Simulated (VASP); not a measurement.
Ti: relaxation of cell and atoms with LDA

Crystal: Ti.

```
CELL_PARAMETERS angstrom
2.95000 0.00000 0.00000
-1.47500 2.55477 0.00000
0.00000 0.00000 4.68000
ATOMIC_POSITIONS crystal
Ti 0.33333 0.66667 0.25000
Ti 0.66667 0.33333 0.75000
```

```json
{
  "Program": "VASP 6.6.1",
  "Task": "relaxation of cell and atoms",
  "Functional": "LDA",
  "Potentials or basis": "VASP PAW LDA potentials, release 64 (Ti_sv)",
  "Cutoff": "600 eV",
  "k mesh": "21 × 21 × 12",
  "Occupations": "fermi-dirac, width 0.05 eV",
  "Spin": "no spin polarisation",
  "Further INCAR settings": "ALGO = Normal; EDIFF = 1e-06; IBRION = 2; EDIFFG = -0.005; NSW = 40; ISIF = 3"
}
```

```
Relaxed volume                         : 16.08 Å³/atom
Relaxed cell                           : a = 2.862 Å, b = 2.862 Å, c = 4.533 Å, α = 90.00°, β = 90.00°, γ = 120.00°
Space group after relaxing (to 0.05 Å) : P6_3/mmc (No. 194)
Energy gained by relaxing              : 51.6 meV/atom
Ionic steps                            : 5
Pressure after relaxing                : 0.0 GPa
Band gap on the k mesh                 : none (metal or under the smearing width)
```

Step by step:
| step | energy change (eV) | largest force (eV/Å) | pressure (GPa) | volume (Å³) |
| --- | --- | --- | --- | --- |
| 1 | 0.0000 | 0.0000 | -9.86 | 35.27 |
| 2 | -0.0411 | 0.0000 | 9.74 | 30.01 |
| 3 | -0.1031 | 0.0000 | -0.06 | 32.18 |
| 4 | -0.1031 | 0.0000 | 0.10 | 32.12 |
| 5 | -0.1031 | 0.0000 | 0.01 | 32.16 |

Final structure:
```
Ti
1.0
     2.86217    0.00000    0.00000
    -1.43109    2.47871    0.00000
     0.00000    0.00000    4.53315
Ti
2
Direct
  0.33333 0.66667 0.25000
  0.66667 0.33333 0.75000
```

Levels at points of the mesh, in eV from the Fermi level:
| k point | band 9 | band 10 | band 11 | band 12 | band 13 | band 14 | band 15 | band 16 |
| --- | --- | --- | --- | --- | --- | --- | --- | --- |
| (0.00, 0.00, 0.00) | -6.30 | -2.88 | 0.78 | 0.78 | 0.92 | 1.11 | 1.34 | 1.34 |
| (0.00, 0.00, 0.50) | -4.34 | -4.34 | 0.08 | 0.08 | 0.67 | 0.67 | 0.67 | 0.67 |

Run time: 3.9 min on 1 thread of Intel(R) Xeon(R) 6975P-C (Granite Rapids), on a shared host, peak memory 0.31 GiB.

LDA usually gives volumes a few per cent too small. Zero-point motion and thermal expansion aren't in these numbers.
